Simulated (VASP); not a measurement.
```xyz
3
Lattice="3.8856 0.0000 0.0000 -1.9428 3.3651 0.0000 0.0000 0.0000 6.2683" Properties=species:S:1:pos:R:3 pbc="T T T"
Te     0.0000     0.0000     0.0000
Se     0.0000     2.2434     1.5796
Se     1.9428     1.1217     4.6887
```

The base run (VASP): PBE GGA, plane waves, VASP's PBE PAW potentials (set 64). Run with 400 eV cut-off, 6×6×3 Γ-centred mesh, Gaussian smearing of 0.050 eV, potentials Te Se.

One setting is varied; ΔE counts from the base run. The base run took about 20 core-seconds. The timings are rough (shared machines, no repeats); factors under 2 mean little.

Pressures at a finite cut-off, here 400 eV, hold a Pulay part, which wasn't tested here.

```tsv
setting	cost over the base run	electronic steps	ΔE (meV/atom)	pressure (GPa)
PREC = Normal	about 1/2	13	0.0	6.72
PREC = Low	about 1/2	13	-0.1	6.73
LASPH = .FALSE.	within a factor of 2	13	0.7	6.72
PREC = Single	within a factor of 2	13	-0.1	6.72
LREAL = Auto	within a factor of 2	13	-0.3	6.74
base run	reference	13	0.0	6.72
ADDGRID = .TRUE.	within a factor of 2	13	0.0	6.72
```

Left out are runs that failed, have no time on record or changed the cell.

The structure was generated: TeSe2 was put into the CdI2 type (P-3m1), which need not be its known phase. The cell was not relaxed at this level.
